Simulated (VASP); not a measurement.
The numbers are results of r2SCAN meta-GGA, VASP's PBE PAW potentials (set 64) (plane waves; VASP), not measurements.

A VASP calculation is set up with these files.

**POSCAR**
```
TeO2
1.0
  4.7375892239   0.0000000000   0.0000000000
  0.0000000000   4.8676016847   0.0000000000
  0.0000000000   0.0000000000   7.4714192209
Te O
4 8
Direct
  0.7328297865   0.5175751628   0.3764975856
  0.7671702135   0.4824248372   0.8764975856
  0.2328297865   0.9824248372   0.6235024144
  0.2671702135   0.0175751628   0.1235024144
  0.5139841960   0.1330126158   0.9341800434
  0.9860158040   0.8669873842   0.4341800434
  0.0139841960   0.3669873842   0.0658199566
  0.4860158040   0.6330126158   0.5658199566
  0.3976561963   0.2372610289   0.3199886298
  0.1023438037   0.7627389711   0.8199886298
  0.8976561963   0.2627389711   0.6800113702
  0.6023438037   0.7372610289   0.1800113702
```

**KPOINTS**
```
Automatic mesh
0
Gamma
4 4 3
0 0 0
```

### INCAR
```
ALGO = Normal
EDIFF = 1E-6
EDIFFG = -0.02
ENCUT = 520
IBRION = 2
ISIF = 3
ISMEAR = 0
LASPH = .TRUE.
LCHARG = .FALSE.
LMAXMIX = 4
LMIXTAU = .TRUE.
LREAL = .FALSE.
LWAVE = .FALSE.
METAGGA = R2SCAN
NELM = 100
NSW = 60
PREC = Accurate
SIGMA = 0.05
SYSTEM = TeO2
```

POTCAR, in this order: Te O (PBE.64 set). Program: vasp_std.

### Question
What will the output report for the number of irreducible k-points (NKPTS), number of bands (NBANDS), largest plane-wave count, number of space-group operations, FFT grid (NGX, NGY, NGZ)?

### Answer

```yaml
number of irreducible k-points (NKPTS): 18
number of bands (NBANDS): 43
largest_plane_wave_count: 4672
number_of_space_group_operations: 4
FFT grid (NGX, NGY, NGZ): 36 × 36 × 56
```

The structure comes from a computed database's TeO2 entry (P2_12_12_1); how it stands against other phases isn't given here. This run relaxes it. Symmetry was kept, so distortions that lower it aren't found. The start is the result of an earlier pass.
